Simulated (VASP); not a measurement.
Energy against volume of Cd (hcp). Calculation: PW91 GGA, VASP's PBE PAW potentials (set 64) (plane waves; VASP). Numerical set-up: 520 eV cut-off, 14×14×6 Γ-centred mesh, first-order Methfessel-Paxton smearing of 0.10 eV, potentials Cd.

Shape and ions are relaxed at each volume.

```json
[
 {"V (Å³/atom)": "22.501", "E (eV/atom)": "-0.76105"},
 {"V (Å³/atom)": "23.197", "E (eV/atom)": "-0.76460"},
 {"V (Å³/atom)": "23.893", "E (eV/atom)": "-0.76296"},
 {"V (Å³/atom)": "24.589", "E (eV/atom)": "-0.75707"}
]
```

Question: Fit these four points and predict the energy of the run at 21.805 Å³/atom.

Answer: A cubic in V^(−2/3), the third-order Birch-Murnaghan form, passes through the four points with V0 = 23.30 Å³/atom and B0 = 39 GPa, and gives -0.7512 eV/atom there. The run gave -0.7509 eV/atom, +0.3 meV/atom from the fit; all five points give B0 = 39 GPa.

The compound is Cd in the hcp structure. It was relaxed first, which changed the volume by +8 %.
